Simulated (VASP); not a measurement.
Given:

```
ZrC
1.0
    0.00000     2.33600     2.33600
    2.33600     0.00000     2.33600
    2.33600     2.33600     0.00000
Zr C
1 1
Cartesian
  0.00000   0.00000   0.00000
  2.33600   2.33600   2.33600
```

These are PBEsol GGA, VASP's PBE PAW potentials (set 64) (plane waves; VASP) values and carry that method's errors. Settings: 600 eV cut-off, 12×12×12 Γ-centred mesh, first-order Methfessel-Paxton smearing of 0.10 eV, potentials Zr_sv C.

Energy and stress use the plane-wave basis of the starting cell.

Task: The ions, cell shape and volume at an external pressure of 30.0 GPa are relaxed. Which structure does the run end with?

Result: 
```
ZrC
1.0
    0.00000     2.25630     2.25630
    2.25630     0.00000     2.25630
    2.25630     2.25630     0.00000
Zr C
1 1
Direct
  0.00000   0.00000   0.00000
  0.50000   0.50000   0.50000
```
Space group Fm-3m (225), at a tolerance of 0.03 Å.

Task: How do energy and volume change from the first to the last step?

Result: The energy (σ→0) changes by +107.8 meV/atom and the volume by -9.9 %, in 5 ionic steps.

The compound is ZrC in the rock salt structure. This run relaxes it under an external pressure of 30 GPa. Symmetry was kept, so distortions that lower it aren't found.
